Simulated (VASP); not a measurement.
Input for VASP

**POSCAR**
```
TlBiTe2
1
    4.5293965569     0.0000000000    -0.0000000000
    0.0000000000     4.5293965569     0.0000000000
   -0.0000000000     0.0000000000     6.3136668513
Tl Bi Te
1 1 2
Direct
  0.0000000000   0.0000000000   0.0000000000
  0.5000000000   0.5000000000   0.5000000000
  0.0000000000   0.0000000000   0.5000000000
  0.5000000000   0.5000000000   0.0000000000
```

KPOINTS:
```
Automatic mesh
0
Gamma
6 6 4
0 0 0
```

**INCAR**
```
# general
SYSTEM   =  TlBiTe2
PREC     =  Accurate
ENCUT    =  400
LREAL    =  F
LASPH    =  T

# electronic loop
EDIFF    =  1E-7
NELM     =  100
ALGO     =  Normal
LMAXMIX  =  4

# smearing
ISMEAR   =  -5

# functional
GGA      =  PS

# ions
ISIF     =  2

# output
LWAVE    =  F
LCHARG   =  T
LORBIT   =  11
NEDOS    =  601

# other
LEFG     =  T
```

POTCAR, in this order: Tl_d Bi_d Te (PBE.64 set). Program: vasp_std.

Problem. Translate this PBEsol calculation to Quantum ESPRESSO's pw.x.

Solution. One equivalent input (not run):
```
&CONTROL
  calculation = 'scf'
  pseudo_dir = './pseudo'
  outdir = './out'
  tprnfor = .true.
  tstress = .true.
/
&SYSTEM
  ibrav = 0
  nat = 4
  ntyp = 3
  ecutwfc = 82.3
  occupations = 'tetrahedra'
  input_dft = 'pbesol'
/
&ELECTRONS
  conv_thr = 7.3e-09
  electron_maxstep = 100
/
ATOMIC_SPECIES
  Tl 204.380 Tl.upf
  Bi 208.980 Bi.upf
  Te 127.600 Te.upf
CELL_PARAMETERS angstrom
     4.5293966    0.0000000   -0.0000000
     0.0000000    4.5293966    0.0000000
    -0.0000000    0.0000000    6.3136669
ATOMIC_POSITIONS crystal
  Tl   0.0000000  0.0000000  0.0000000
  Bi   0.5000000  0.5000000  0.5000000
  Te   0.0000000  0.0000000  0.5000000
  Te   0.5000000  0.5000000  0.0000000
K_POINTS automatic
  6 6 4 0 0 0
```
The two are equivalent in intent, not identical: the potentials are each code's own (VASP's PAW set, PseudoDojo norm-conserving files in pw.x), so ENCUT and ecutwfc are chosen apart and not converted; conv_thr bounds pw.x's estimated SCF error, while EDIFF bounds the energy change between steps; the field gradients of LEFG aren't asked of the other code.

The structure comes from a computed database's TlBiTe2 entry (P4/mmm); how it stands against other phases isn't given here. It was relaxed first, which changed the volume by -5 %.
